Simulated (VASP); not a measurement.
All values below come from LDA (Ceperley-Alder, Perdew-Zunger), VASP's LDA PAW potentials (set 64) (plane waves; VASP 6.6.1).

VASP ran on this input.

File KPOINTS:
```
Automatic mesh
0
Gamma
8 8 8
0 0 0
```

**INCAR**
```
ALGO = Normal
EDIFF = 1E-6
EDIFFG = -0.02
ENCUT = 500
IBRION = 2
ISIF = 3
ISMEAR = 0
LASPH = .TRUE.
LCHARG = .FALSE.
LMAXMIX = 4
LREAL = .FALSE.
LWAVE = .FALSE.
NELM = 100
NSW = 40
PREC = Accurate
PSTRESS = 50
SIGMA = 0.05
SYSTEM = CuI
```

**POSCAR**
```
CuI
1.0
  0.0000000000   2.9338476938   2.9338476938
  2.9338476938   0.0000000000   2.9338476938
  2.9338476938   2.9338476938   0.0000000000
Cu I
1 1
direct
  0.0000000000   0.0000000000   0.0000000000
  0.2500000000   0.2500000000   0.2500000000
```

POTCAR, in this order: Cu I (LDA.64 set). Program: vasp_std.

Output of the run:

OUTCAR:
```
 ion  position               nearest neighbor table
   1  0.000  0.000  0.000-   2 2.54   2 2.54   2 2.54   2 2.54
   2  0.250  0.250  0.250-   1 2.54   1 2.54   1 2.54   1 2.54
  LATTYP: Found a face centered cubic cell.
 ALAT       =     5.8676953876
 Subroutine PRICEL returns:
 Original cell was already a primitive cell.
 Subroutine GETGRP returns: Found 24 space group operations
The static configuration has the point symmetry T_d .
The dynamic configuration has the point symmetry T_d .
 Subroutine INISYM returns: Found 24 space group operations
 Subroutine IBZKPT returns following result:
 Found     29 irreducible k-points:

 Following reciprocal coordinates:
            Coordinates               Weight
  0.000000  0.000000  0.000000      1.000000
  0.125000  0.000000  0.000000      8.000000
  0.250000  0.000000  0.000000      8.000000
  0.375000  0.000000  0.000000      8.000000
  0.500000  0.000000  0.000000      4.000000
  0.125000  0.125000  0.000000      6.000000
  0.250000  0.125000  0.000000     24.000000
  0.375000  0.125000  0.000000     24.000000
  0.500000  0.125000  0.000000     24.000000
...
```

**OSZICAR**
```
       N       E                     dE             d eps       ncg     rms          rms(c)
DAV:   1     0.106407498740E+03    0.10641E+03   -0.78891E+03   754   0.152E+03
DAV:   2     0.102651459762E+01   -0.10538E+03   -0.99316E+02   759   0.272E+02
DAV:   3    -0.704070900455E+01   -0.80672E+01   -0.79586E+01  1024   0.867E+01
DAV:   4    -0.731918062698E+01   -0.27847E+00   -0.27829E+00   883   0.139E+01
DAV:   5    -0.732754863465E+01   -0.83680E-02   -0.83678E-02  1102   0.257E+00    0.643E+00
DAV:   6    -0.721895287640E+01    0.10860E+00   -0.49592E+00   767   0.688E+01    0.410E+00
DAV:   7    -0.700321337388E+01    0.21574E+00   -0.11291E+00   834   0.415E+01    0.205E+00
DAV:   8    -0.700150532490E+01    0.17080E-02   -0.75263E-02  1132   0.521E+00    0.553E-01
DAV:   9    -0.699631224789E+01    0.51931E-02   -0.18823E-02   934   0.460E+00    0.255E-01
DAV:  10    -0.699635917608E+01   -0.46928E-04   -0.85587E-04   859   0.228E-01    0.194E-01
DAV:  11    -0.699616858654E+01    0.19059E-03   -0.11962E-03   997   0.126E+00    0.481E-02
DAV:  12    -0.699616991832E+01   -0.13318E-05   -0.15766E-04  1121   0.186E-01    0.458E-02
DAV:  13    -0.699616970704E+01    0.21128E-06   -0.16311E-06   664   0.188E-02
   1 F= -.54200031E+01 E0= -.54200031E+01  d E =-.542000E+01
       N       E                     dE             d eps       ncg     rms          rms(c)
DAV:   1    -0.112262133336E+02   -0.42300E+01   -0.56227E+01   764   0.193E+02    0.199E+01
DAV:   2    -0.116455082863E+02   -0.41929E+00   -0.82296E+01   754   0.282E+02    0.110E+01
DAV:   3    -0.704821915947E+01    0.45973E+01   -0.15513E+01   894   0.133E+02    0.291E+00
DAV:   4    -0.696087203800E+01    0.87347E-01   -0.35835E+00  1123   0.628E+01    0.290E+00
DAV:   5    -0.688883841985E+01    0.72034E-01   -0.12636E+00   964   0.354E+01    0.168E+00
DAV:   6    -0.688313685178E+01    0.57016E-02   -0.36008E-02  1181   0.352E+00    0.139E+00
DAV:   7    -0.687152985280E+01    0.11607E-01   -0.76421E-02   889   0.975E+00    0.443E-01
DAV:   8    -0.687105988495E+01    0.46997E-03   -0.37749E-03  1203   0.144E+00    0.261E-01
DAV:   9    -0.687106062655E+01   -0.74160E-06   -0.14713E-04   819   0.973E-02    0.217E-01
DAV:  10    -0.687093722310E+01    0.12340E-03   -0.75044E-05  1180   0.283E-01    0.127E-01
DAV:  11    -0.687083544326E+01    0.10178E-03   -0.40377E-04   999   0.754E-01    0.408E-02
DAV:  12    -0.687084083217E+01   -0.53889E-05   -0.75603E-05   764   0.730E-02    0.898E-03
DAV:  13    -0.687084091759E+01   -0.85423E-07   -0.11913E-06   577   0.128E-02
   2 F= -.54631543E+01 E0= -.54631543E+01  d E =-.431512E-01
       N       E                     dE             d eps       ncg     rms          rms(c)
DAV:   1    -0.732122560613E+01   -0.45038E+00   -0.65926E+00   754   0.729E+01    0.462E+00
DAV:   2    -0.705923294181E+01    0.26199E+00   -0.30864E+00   844   0.705E+01    0.166E+00
DAV:   3    -0.696003523975E+01    0.99198E-01   -0.60628E-01   784   0.279E+01    0.944E-01
DAV:   4    -0.694429020851E+01    0.15745E-01   -0.53907E-02  1117   0.484E+00    0.250E-01
DAV:   5    -0.694391281602E+01    0.37739E-03   -0.12289E-03   847   0.381E-01    0.183E-01
DAV:   6    -0.694345633152E+01    0.45648E-03   -0.29757E-04  1218   0.631E-01    0.515E-02
DAV:   7    -0.694344922048E+01    0.71110E-05   -0.13545E-04   799   0.126E-01    0.109E-02
DAV:   8    -0.694344933136E+01   -0.11088E-06   -0.50174E-06  1104   0.412E-02
   3 F= -.54814795E+01 E0= -.54814795E+01  d E =-.614764E-01
       N       E                     dE             d eps       ncg     rms          rms(c)
DAV:   1    -0.694789962406E+01   -0.44504E-02   -0.21137E-02   764   0.402E+00    0.283E-01
DAV:   2    -0.694713507142E+01    0.76455E-03   -0.13034E-02   804   0.413E+00    0.121E-01
DAV:   3    -0.694663802052E+01    0.49705E-03   -0.26923E-03   774   0.197E+00    0.501E-02
DAV:   4    -0.694659338623E+01    0.44634E-04   -0.14742E-04   910   0.128E-01    0.163E-02
DAV:   5    -0.694659069606E+01    0.26902E-05   -0.60014E-06  1017   0.739E-02    0.128E-02
DAV:   6    -0.694658937309E+01    0.13230E-05   -0.85774E-07   407   0.181E-02    0.396E-03
DAV:   7    -0.694658926469E+01    0.10840E-06   -0.64315E-07   382   0.171E-02
   4 F= -.54814658E+01 E0= -.54814658E+01  d E =-.614626E-01
```

**OUTCAR**
```
------------------------ aborting loop because EDIFF is reached ----------------------------------------
  FORCE on cell =-STRESS in cart. coord.  units (eV):
  Direction    XX          YY          ZZ          XY          YZ          ZX
  --------------------------------------------------------------------------------------
  Total        1.4320958      1.4320958      1.4320958     -0.0000000      0.0000000      0.0000000
  in kB       48.8728715     48.8728715     48.8728715     -0.0000000      0.0000000      0.0000000
  external PRESSURE =      -1.1271285 kB  Pullay stress =      50.0000000 kB
  volume of cell :       46.95
      direct lattice vectors                 reciprocal lattice vectors
    -0.000000000  2.863265392  2.863265392    -0.174625797  0.174625797  0.174625797
     2.863265392  0.000000000  2.863265392     0.174625797 -0.174625797  0.174625797
     2.863265392  2.863265392  0.000000000     0.174625797  0.174625797 -0.174625797
  FREE ENERGIE OF THE ION-ELECTRON SYSTEM (eV)
  ---------------------------------------------------
  free  energy   TOTEN  =        -6.9465892647 eV

  energy  without entropy=       -6.9465892647  energy(sigma->0) =       -6.94658926
  enthalpy is  TOTEN    =        -5.4814657805 eV   P V=        1.4651234841

 reached required accuracy - stopping structural energy minimisation
```
(Selected blocks of OUTCAR.)

CONTCAR:
```
CuI
   1.00000000000000
    -0.0000000000000000    2.8632653918710051    2.8632653918710051
     2.8632653918710051    0.0000000000000000    2.8632653918710051
     2.8632653918710051    2.8632653918710051    0.0000000000000000
  Cu              I
     1     1
Direct
     0.0000000000000000    0.0000000000000000    0.0000000000000000
     0.2500000000000000    0.2500000000000000    0.2500000000000000
```

File OUTCAR:
```
 val. band max:        6.2422546095   @ k =   0.0000   0.0000   0.0000

 cond. band min:       7.7564017065   @ k =   0.0000   0.0000   0.0000


 Fermi energy:         6.4924789951

 k-point     1 :       0.0000    0.0000    0.0000
  band No.  band energies     occupation
      1      -8.7830      2.00000
      2       1.7063      2.00000
      3       1.7063      2.00000
      4       1.7063      2.00000
      5       3.4881      2.00000
      6       3.4881      2.00000
      7       6.2423      2.00000
      8       6.2423      2.00000
      9       6.2423      2.00000
     10       7.7564      0.00000
     11      10.8937      0.00000
     12      10.8937      0.00000
     13      10.8937      0.00000

 k-point     2 :       0.1250    0.0000    0.0000
  band No.  band energies     occupation
      1      -8.6768      2.00000
      2       1.4160      2.00000
      3       1.7216      2.00000
      4       1.7216      2.00000
      5       3.4787      2.00000
      6       3.4787      2.00000
      7       5.3569      2.00000
      8       6.0647      2.00000
      9       6.0647      2.00000
     10       8.4901      0.00000
     11      10.9291      0.00000
     12      11.1711      0.00000
     13      11.1711      0.00000

 k-point     3 :       0.2500    0.0000    0.0000
  band No.  band energies     occupation
      1      -8.3989      2.00000
      2       0.6659      2.00000
      3       1.7537      2.00000
      4       1.7537      2.00000
      5       3.4725      2.00000
      6       3.4725      2.00000
      7       4.3488      2.00000
      8       5.6884      2.00000
      9       5.6884      2.00000
     10       8.7045      0.00000
     11      11.5679      0.00000
     12      11.5679      0.00000
     13      12.0630      0.00000

 k-point     4 :       0.3750    0.0000    0.0000
  band No.  band energies     occupation
      1      -8.0819      2.00000
      2      -0.1350      2.00000
      3       1.7775      2.00000
...
```

Energy and stress use the plane-wave basis of the starting cell. Unless said otherwise, spin-orbit coupling is left out, though it shifts the bands of the heavy elements here.

The compound is CuI in the zinc blende structure. This run relaxes it under an external pressure of 5 GPa. Symmetry was kept, so distortions that lower it aren't found.
